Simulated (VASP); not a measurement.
Wanted: the native input for a VASP 6.6.1 run.

- Task: single point
- Functional: HSE06
- Potentials or basis: VASP PAW PBE potentials, release 64 (C, Mg)
- Cutoff: 520 eV
- k mesh: 4 × 4 × 4
- Occupations: gaussian, width 0.01 eV
- Spin: no spin polarisation
- Dipole correction: no
- Exchange at q = 0: truncated
- Grid for exact exchange (PRECFOCK): Normal
- Screening parameter: 0.2079 1/A
- Further INCAR settings: ALGO = Normal; EDIFF = 1e-06; NBANDS = 11

Mg2C:

```
CELL_PARAMETERS angstrom
0.00000 2.71094 2.71094
2.71094 0.00000 2.71094
2.71094 2.71094 0.00000
ATOMIC_POSITIONS crystal
C 0.00000 0.00000 0.00000
Mg 0.25000 0.25000 0.25000
Mg 0.75000 0.75000 0.75000
```

The cell was built by a generator and needn't be a form met in nature.

The input as run:

POSCAR

```
Mg2C
1.0
    0.0000000000      2.7109426181      2.7109426181
    2.7109426181      0.0000000000      2.7109426181
    2.7109426181      2.7109426181      0.0000000000
C Mg
1 2
Direct
    0.0000000000      0.0000000000      0.0000000000
    0.2500000000      0.2500000000      0.2500000000
    0.7500000000      0.7500000000      0.7500000000
```

INCAR.step1

```
SYSTEM = Mg2C
  PREC = Accurate
  ENCUT = 520
  EDIFF = 1E-5
  ISMEAR = 0
  SIGMA = 0.01
  LREAL = .False.
  LASPH = .True.
  NELM = 100
  ALGO = Normal
  ISIF = 2
  LWAVE = .True.
  LCHARG = .False.
  NBANDS = 11
  GGA = PE
```

INCAR.step2

```
SYSTEM = Mg2C
  PREC = Accurate
  ENCUT = 520
  EDIFF = 1E-6
  ISMEAR = 0
  SIGMA = 0.01
  LREAL = .False.
  LASPH = .True.
  NELM = 100
  ALGO = Normal
  ISIF = 2
  LWAVE = .False.
  LCHARG = .False.
  GGA = PE
  LHFCALC = .True.
  HFSCREEN = 0.2079
  PRECFOCK = Normal
  NBANDS = 11
  ISTART = 1
```

KPOINTS

```
Automatic mesh
0
Gamma
  4 4 4
  0 0 0
```

Potentials or basis: VASP PAW PBE potentials, release 64 (C, Mg).

The run is started by

```bash
$ cat potpaw_PBE.64/C/POTCAR potpaw_PBE.64/Mg/POTCAR > POTCAR
$ cp INCAR.step1 INCAR
$ mpirun -np 1 vasp_std > vasp.out
$ cp INCAR.step2 INCAR
$ mpirun -np 1 vasp_std > vasp.out
```

Results of the run:

The pressure is -0.8 GPa and the band gap on the k mesh is 1.38 eV, indirect (least direct gap 2.32 eV).

Caveat: the k mesh is coarse (spacing up to 0.50 Å⁻¹), so the values aren't converged, least of all with exact exchange; the PAW data sets were made with another functional, which shifts forces and pressure a little.

Wall time 3.2 min on 1 thread of Intel(R) Xeon(R) Platinum 8259CL CPU @ 2.50GHz (Skylake/Cascade Lake), with other jobs on the host, peak memory 0.27 GiB.
